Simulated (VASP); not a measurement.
# TiP (Badengzhuite) under strain

How does the pressure of TiP (Badengzhuite) answer to a change of volume? The bands are shown for each cell. All runs use PBEsol. Left out of this account: 1 further run (fields: a reference on another mesh). The start is a cell from a database of measured crystal structures.

Main program and level: VASP 6.6.1; PBEsol; plane waves and PAW (Ti_sv, P).

The database entry behind the starting cell has ideal inner coordinates that were not refined, so it need not match the best structure at ambient conditions.

## (1) The structure

Symmetry: P6_3/mmc, No. 194, hexagonal system. The conventional cell has a = 3.513 Å, b = 3.513 Å, c = 11.750 Å, α = 90.00°, β = 90.00°, γ = 120.00°. Ti has 6 P at 2.50 Å nearest. Nearest to P lie 6 Ti at 2.50 Å. Nearest to P lie 6 Ti at 2.50 Å. Farther neighbours are not listed.

## (2) Bands, cell as listed

Levels along the symmetry lines show where the bands peak and cross; KPOINTS_OPT computes them in the converged potential. PBEsol restores the gradient expansion of exchange and is tuned for the cells of solids.

The input, INCAR:

```
SYSTEM = TiP
PREC = Accurate
ENCUT = 400
EDIFF = 1E-06
NELM = 100
ISMEAR = -1
SIGMA = 0.05
LREAL = .FALSE.
ALGO = Normal
GGA = PS
NBANDS = 54
LASPH = .TRUE.
LORBIT = 11
LWAVE = .FALSE.
LCHARG = .FALSE.
KPAR = 8
```

The input, POSCAR:

```
TiP
1.0
    3.5130000000      0.0000000000      0.0000000000
   -1.7565000000      3.0423472435      0.0000000000
    0.0000000000      0.0000000000     11.7500000000
Ti P
4 4
Direct
    0.3333333333      0.6666666667      0.1250000000
    0.6666666667      0.3333333333      0.6250000000
    0.3333333333      0.6666666667      0.3750000000
    0.6666666667      0.3333333333      0.8750000000
    0.0000000000      0.0000000000      0.0000000000
    0.0000000000      0.0000000000      0.5000000000
    0.6666666667      0.3333333333      0.2500000000
    0.3333333333      0.6666666667      0.7500000000
```

The input, KPOINTS:

```
Automatic mesh
0
Gamma
10 10 3
0 0 0
```

The input, KPOINTS_OPT:

```
Line mode
12
Line-mode
Reciprocal
  0.00000000   0.00000000   0.00000000 GAMMA
  0.50000000   0.00000000   0.00000000 M

  0.50000000   0.00000000   0.00000000 M
  0.33333333   0.33333333   0.00000000 K

  0.33333333   0.33333333   0.00000000 K
  0.00000000   0.00000000   0.00000000 GAMMA

  0.00000000   0.00000000   0.00000000 GAMMA
  0.00000000   0.00000000   0.50000000 A

  0.00000000   0.00000000   0.50000000 A
  0.50000000   0.00000000   0.50000000 L

  0.50000000   0.00000000   0.50000000 L
  0.33333333   0.33333333   0.50000000 H

  0.33333333   0.33333333   0.50000000 H
  0.00000000   0.00000000   0.50000000 A

  0.50000000   0.00000000   0.50000000 L
  0.50000000   0.00000000   0.00000000 M

  0.33333333   0.33333333   0.00000000 K
  0.33333333   0.33333333   0.50000000 H
```

PAW data sets: Ti_sv and P (PBE family, release 64).

The run is started by

```
$ mpirun -np 8 vasp_std
```

Log:

```text
[banner, memory and clock lines left out]
running    8 mpi-ranks, on    1 nodes
 distrk:  each k-point on    1 cores,    8 groups
 distr:  one band on    1 cores,    1 groups

 POSCAR found type information on POSCAR TiP
 POSCAR found :  2 types and       8 ions
|                                                                             |
|           W    W    AA    RRRRR   N    N  II  N    N   GGGG   !!!           |
|           W    W   A  A   R    R  NN   N  II  NN   N  G    G  !!!           |
|           W    W  A    A  R    R  N N  N  II  N N  N  G       !!!           |
|           W WW W  AAAAAA  RRRRR   N  N N  II  N  N N  G  GGG   !            |
|           WW  WW  A    A  R   R   N   NN  II  N   NN  G    G                |
|           W    W  A    A  R    R  N    N  II  N    N   GGGG   !!!           |
|                                                                             |
|     For optimal performance we recommend to set                             |
|       NCORE = 2 up to number-of-cores-per-socket                            |
|     NCORE specifies how many cores store one orbital (NPAR=cpu/NCORE).      |
|     This setting can greatly improve the performance of VASP for DFT.       |
|     The default, NCORE=1 might be grossly inefficient on modern             |
|     multi-core architectures or massively parallel machines. Do your        |
|     Unfortunately you need to use the default for GW and RPA                |
|     calculations (for HF NCORE is supported but not extensively tested      |
|     yet).                                                                   |
|                                                                             |

|                                                                             |
|               ----> ADVICE to this user running VASP <----                  |
|                                                                             |
|     You enforced a specific xc type in the INCAR file but a different       |
|     [... a line on the potential file left out ...]
|     I HOPE YOU KNOW WHAT YOU ARE DOING!                                     |
|                                                                             |

 LDA part: xc-table for (Slater+PW92), standard interpolation
 POSCAR, INCAR and KPOINTS ok, starting setup
 FFT: planning ... GRIDC
 FFT: planning ... GRID_SOFT
 FFT: planning ... GRID
 WAVECAR not read
 entering main loop
       N       E                     dE             d eps       ncg     rms          rms(c)
DAV:   1     0.764698366124E+03    0.76470E+03   -0.26561E+04  3024   0.119E+03
DAV:   2     0.290749924263E+02   -0.73562E+03   -0.70108E+03  3036   0.404E+02
DAV:   3    -0.647132683846E+02   -0.93788E+02   -0.90735E+02  4084   0.134E+02
DAV:   4    -0.760449604823E+02   -0.11332E+02   -0.11208E+02  4594   0.407E+01
DAV:   5    -0.765419084180E+02   -0.49695E+00   -0.49658E+00  4362   0.800E+00    0.256E+01
DAV:   6    -0.665714250653E+02    0.99705E+01   -0.44044E+01  4056   0.427E+01    0.786E+00
DAV:   7    -0.662505732183E+02    0.32085E+00   -0.66269E+00  3576   0.162E+01    0.667E+00
DAV:   8    -0.663343788320E+02   -0.83806E-01   -0.16264E+00  3776   0.807E+00    0.495E+00
DAV:   9    -0.661617270015E+02    0.17265E+00   -0.49762E-01  3634   0.520E+00    0.736E-01
DAV:  10    -0.661652704036E+02   -0.35434E-02   -0.30826E-02  4242   0.671E-01    0.454E-01
DAV:  11    -0.661668472521E+02   -0.15768E-02   -0.98002E-03  4002   0.561E-01    0.258E-01
DAV:  12    -0.661656943370E+02    0.11529E-02   -0.34461E-03  3920   0.379E-01    0.286E-02
DAV:  13    -0.661656905772E+02    0.37598E-05   -0.20810E-04  3536   0.777E-02    0.325E-02
DAV:  14    -0.661656884344E+02    0.21428E-05   -0.98946E-06  4016   0.148E-02    0.874E-03
DAV:  15    -0.661656878007E+02    0.63369E-06   -0.91630E-07  2180   0.495E-03
   1 F= -.66165688E+02 E0= -.66147497E+02  d E =-.363818E-01
 Start KPOINTS_OPT (optional k-point list driver)
k-point batch [1-28\108]
       N       E                     dE             ncg
DAV:   1     0.525966104487E+03   -0.45323E+05     3024
DAV:   2    -0.200463593826E+05   -0.20572E+05     3038
DAV:   3    -0.226624683141E+05   -0.26161E+04     3936
DAV:   4    -0.230042569199E+05   -0.34179E+03     4592
DAV:   5    -0.230208189856E+05   -0.16562E+02     4230
DAV:   6    -0.230210608362E+05   -0.24185E+00     4210
DAV:   7    -0.230210676608E+05   -0.68246E-02     4270
DAV:   8    -0.230210677326E+05   -0.71831E-04     4036
DAV:   9    -0.230210677342E+05   -0.15696E-05     2880
DAV:  10    -0.230210677344E+05   -0.21074E-06     2244
[...]
k-point batch [85-108\108]
       N       E                     dE             ncg
DAV:   1     0.910663537108E+03   -0.52004E+05     2592
DAV:   2    -0.165675874568E+05   -0.17478E+05     2612
DAV:   3    -0.187758452671E+05   -0.22083E+04     3348
DAV:   4    -0.190517822425E+05   -0.27594E+03     4032
DAV:   5    -0.190656850629E+05   -0.13903E+02     3568
DAV:   6    -0.190659058126E+05   -0.22075E+00     3704
DAV:   7    -0.190659110128E+05   -0.52001E-02     3588
DAV:   8    -0.190659110738E+05   -0.61055E-04     3538
DAV:   9    -0.190659110748E+05   -0.10210E-05     2318
DAV:  10    -0.190659110750E+05   -0.18721E-06     1906
```

Run time: 73 s. Hardware: 8 MPI ranks of Intel Xeon Platinum 8259CL at 2.50GHz (Skylake/Cascade Lake), shared host; peak memory 2.7 GiB; 7.9 min of CPU time.

Lines that name or quote the potential files are left out of all logs, and their timing lines are given in words.

From OUTCAR (step 2):

```text
ion  position               nearest neighbor table
   1  0.333  0.667  0.125-   5 2.50   7 2.50   7 2.50   5 2.50   5 2.50   7 2.50
   2  0.667  0.333  0.625-   8 2.50   6 2.50   8 2.50   6 2.50   6 2.50   8 2.50
   3  0.333  0.667  0.375-   6 2.50   7 2.50   7 2.50   6 2.50   6 2.50   7 2.50
   4  0.667  0.333  0.875-   8 2.50   5 2.50   8 2.50   5 2.50   5 2.50   8 2.50
   5  0.000  0.000  0.000-   1 2.50   4 2.50   4 2.50   1 2.50   4 2.50   1 2.50
   6  0.000  0.000  0.500-   2 2.50   3 2.50   2 2.50   3 2.50   2 2.50   3 2.50
   7  0.667  0.333  0.250-   1 2.50   3 2.50   1 2.50   3 2.50   1 2.50   3 2.50
   8  0.333  0.667  0.750-   2 2.50   4 2.50   2 2.50   4 2.50   2 2.50   4 2.50

  LATTYP: Found a hexagonal cell.
 ALAT       =     3.5130000000
 C/A-ratio  =     3.3447196129

 Subroutine GETGRP returns: Found 24 space group operations
 (whereof 12 operations were pure point group operations)

The static configuration has the point symmetry D_3d.
 The point group associated with its full space group is D_6h.

 Found     28 irreducible k-points:

   k-points           NKPTS =     28   k-points in BZ     NKDIM =     28   number of bands    NBANDS=     54

   dimension x,y,z NGX =    24 NGY =   24 NGZ =   80
   dimension x,y,z NGXF=    48 NGYF=   48 NGZF=  160

   ENCUT  =  400.0 eV  29.40 Ry    5.42 a.u.   5.73  5.73 19.16*2*pi/ulx,y,z

   NELECT =      68.0000    total number of electrons

 k-points in reciprocal lattice and weights: Automatic mesh
   0.00000000  0.00000000  0.00000000       0.003
   0.10000000 -0.00000000  0.00000000       0.020
   0.20000000 -0.00000000  0.00000000       0.020
   0.30000000 -0.00000000  0.00000000       0.020
   0.40000000  0.00000000  0.00000000       0.020
   0.50000000  0.00000000  0.00000000       0.010
   0.10000000  0.10000000  0.00000000       0.020
   0.20000000  0.10000000  0.00000000       0.040
   0.30000000  0.10000000  0.00000000       0.040
[...]
0.40000000  0.20000000  0.33333333       0.040
   0.30000000  0.30000000  0.33333333       0.040

 average (electrostatic) potential at core
       1 -72.1103       2 -72.1103       3 -72.1103       4 -72.1103       5 -79.4658
       6 -79.4658       7 -79.3368       8 -79.3368

 E-fermi :   8.9072

 k-point     1 :       0.0000    0.0000    0.0000
  band No.  band energies     occupation
    ...
     30       7.8010      2.00000
     31       8.5996      1.99575
     32       8.5996      1.99575
     33       8.6708      1.98245
     34       8.6708      1.98245
     35       9.2569      0.00183
     36       9.2569      0.00183
     37       9.3681      0.00020
     38       9.4998      0.00001
     39       9.4998      0.00001
    ...

 k-point     2 :       0.1000   -0.0000    0.0000
  band No.  band energies     occupation
    ...
     30       7.5895      2.00000
     31       7.9213      2.00000
     32       8.0955      2.00000
     33       8.1781      2.00000
     34       8.7910      1.82148
     35       9.1390      0.01918
     36       9.1639      0.01171
     37       9.2584      0.00178
     38       9.4359      0.00005
     39       9.7943      0.00000
    ...

 k-point     3 :       0.2000   -0.0000    0.0000
  band No.  band energies     occupation
    ...
     31       7.0569      2.00000
     32       7.6760      2.00000
     33       7.8650      2.00000
     34       8.7550      1.90889
     35       8.9561      0.54597
     36       9.1173      0.02947
     37       9.3414      0.00034
     38       9.4275      0.00006
     39       9.9284      0.00000
     40      10.1942      0.00000
    ...

  Total       -4.4728239     -4.4728239     -3.4879366      0.0000000     -0.0000000      0.0000000
  in kB      -57.0647064    -57.0647064    -44.4994220      0.0000000     -0.0000000      0.0000000
  external PRESSURE =     -52.8762783 kB  Pullay stress =       0.0000000 kB

  energy-cutoff  :      400.00
  volume of cell :      125.58
      direct lattice vectors                 reciprocal lattice vectors
     3.513000000  0.000000000  0.000000000     0.284656988  0.164346789  0.000000000
    -1.756500000  3.042347244  0.000000000     0.000000000  0.328693578  0.000000000
     0.000000000  0.000000000 11.750000000     0.000000000  0.000000000  0.085106383

 POSITION                                       TOTAL-FORCE (eV/Angst)
 -----------------------------------------------------------------------------------
     -0.00000      2.02823      1.46875        -0.000000      0.000000     -1.426403
      1.75650      1.01412      7.34375         0.000000     -0.000000     -1.426403
     -0.00000      2.02823      4.40625        -0.000000      0.000000      1.426403
      1.75650      1.01412     10.28125        -0.000000     -0.000000      1.426403
      0.00000      0.00000      0.00000         0.000000      0.000000      0.000000
      0.00000      0.00000      5.87500         0.000000      0.000000      0.000000
      1.75650      1.01412      2.93750        -0.000000      0.000000      0.000000
     -0.00000      2.02823      8.81250         0.000000     -0.000000      0.000000
 -----------------------------------------------------------------------------------
    total drift:                               -0.000000      0.000000     -0.000000

  FREE ENERGIE OF THE ION-ELECTRON SYSTEM (eV)
  ---------------------------------------------------
  free  energy   TOTEN  =       -66.1656878007 eV

  energy  without entropy=      -66.1293059516  energy(sigma->0) =      -66.14749688

 total charge
# of ion       s       p       d       tot
------------------------------------------
    1        2.170   6.150   1.964  10.284
    2        2.170   6.150   1.964  10.284
    3        2.170   6.150   1.964  10.284
    4        2.170   6.150   1.964  10.284
    5        1.027   1.532   0.000   2.560
    6        1.027   1.532   0.000   2.560
    7        1.025   1.529   0.000   2.554
    8        1.025   1.529   0.000   2.554
--------------------------------------------------
tot         12.785  30.725   7.855  51.364

[... 3 further parts left out ...]
```

The PAW data sets were made with PBE, which is usual practice but a small mismatch for other functionals. At this level the cell is under a tension of 5.3 GPa, so at these settings it is away from equilibrium.

This step gave:

```yaml
scf_cycles: 15
electrons: 68
bands: 54
irreducible_k_points: 28
symmetry_operations: 24
free_energy_toten: -66.1657 eV
energy_at_zero_smearing: -66.1475 eV
fermi_energy: 8.907 eV
pressure: -5.288 GPa
metallic: yes
```

Electronic bands along the path, in eV, zero at the Fermi level; # counts the bands kept, so #1 is VASP's band 21:

```
          point    #11    #12    #13    #14    #15    #16   #17   #18
              Γ  -0.31  -0.31  -0.24  -0.24   0.35   0.35  0.46  0.59
0.45 of the way  -2.04  -1.32  -1.11  -0.27   0.02   0.32  0.49  0.56
              M  -2.48  -1.86  -1.43  -0.61  -0.11   0.88  1.24  1.40
0.55 of the way  -2.81  -2.75  -0.17  -0.15   0.58   0.88  1.18  1.38
              K  -3.00  -3.00   0.19   0.71   0.71   0.90  1.06  1.14
0.45 of the way  -2.52  -2.33  -0.31  -0.09  -0.07   0.36  0.71  0.87
              Γ  -0.31  -0.31  -0.24  -0.24   0.35   0.35  0.46  0.59
0.45 of the way  -0.53  -0.53  -0.27  -0.27   0.13   0.13  0.47  0.65
              A  -1.16  -1.16  -0.12  -0.12  -0.12  -0.12  0.54  0.54
0.45 of the way  -1.66  -1.66  -0.90  -0.90   0.29   0.29  0.81  0.81
              L  -1.84  -1.84  -1.36  -1.36   0.68   0.68  1.36  1.36
0.45 of the way  -2.66  -2.66  -0.41  -0.41   0.80   0.80  1.31  1.31
              H  -2.80  -2.80   0.43   0.43   0.80   0.80  0.88  0.88
0.55 of the way  -2.13  -2.13  -0.54  -0.54   0.35   0.35  0.76  0.76
              A  -1.16  -1.16  -0.12  -0.12  -0.12  -0.12  0.54  0.54
      jump to L  -1.84  -1.84  -1.36  -1.36   0.68   0.68  1.36  1.36
0.45 of the way  -2.14  -1.68  -1.57  -0.97   0.26   1.04  1.06  1.41
              M  -2.48  -1.86  -1.43  -0.61  -0.11   0.88  1.24  1.40
      jump to K  -3.00  -3.00   0.19   0.71   0.71   0.90  1.06  1.14
0.45 of the way  -2.90  -2.90   0.24   0.70   0.73   0.73  1.03  1.03
              H  -2.80  -2.80   0.43   0.43   0.80   0.80  0.88  0.88
```

Of the projections kept (Ti, P), the largest for each band there; the rest of the weight can lie on other orbitals:

```
point      #11      #12      #13      #14      #15      #16      #17      #18
    Γ  Ti 1.00  Ti 1.00  Ti 1.00  Ti 1.00  Ti 0.93  Ti 0.93   P 0.92  Ti 1.00
    M  Ti 0.56  Ti 0.98   P 0.82  Ti 0.91  Ti 0.90  Ti 1.00  Ti 0.95  Ti 1.00
    K  Ti 0.52  Ti 0.52  Ti 1.00  Ti 0.93  Ti 0.93  Ti 1.00  Ti 0.93  Ti 0.95
    Γ  Ti 1.00  Ti 1.00  Ti 1.00  Ti 1.00  Ti 0.93  Ti 0.93   P 0.92  Ti 1.00
    A  Ti 0.71  Ti 0.71  Ti 1.00  Ti 1.00  Ti 1.00  Ti 1.00  Ti 0.55  Ti 0.55
    L   P 0.61   P 0.61  Ti 0.91  Ti 0.91  Ti 0.94  Ti 0.94  Ti 0.96  Ti 0.96
```

Force by atom:

```
atom  x (eV/Å)  y (eV/Å)  z (eV/Å)  size
 Ti1      0.00      0.00     -1.43  1.43
 Ti2      0.00      0.00     -1.43  1.43
 Ti3      0.00      0.00      1.43  1.43
 Ti4      0.00      0.00      1.43  1.43
  P5      0.00      0.00      0.00  0.00
  P6      0.00      0.00      0.00  0.00
  P7      0.00      0.00      0.00  0.00
  P8      0.00      0.00      0.00  0.00
```

There is no gap at this level.

(Continued in part 2 of 5.)

[Lines on the potential files, build, host, timing and source positions are cut from VASP's logs without a mark.]

[Logs are printed without paths, hosts, clocks, repeated set-up lines and the standing remarks that a program may print on its own settings, such as how far it seeks lower states.]

[Hosts, paths, dates, database ids (printed as entryN), source tags and the programs' standing remarks are cut or masked in the printed files.]

[A measured line is paired with the nearest computed mode of its activity, which favours agreement.]
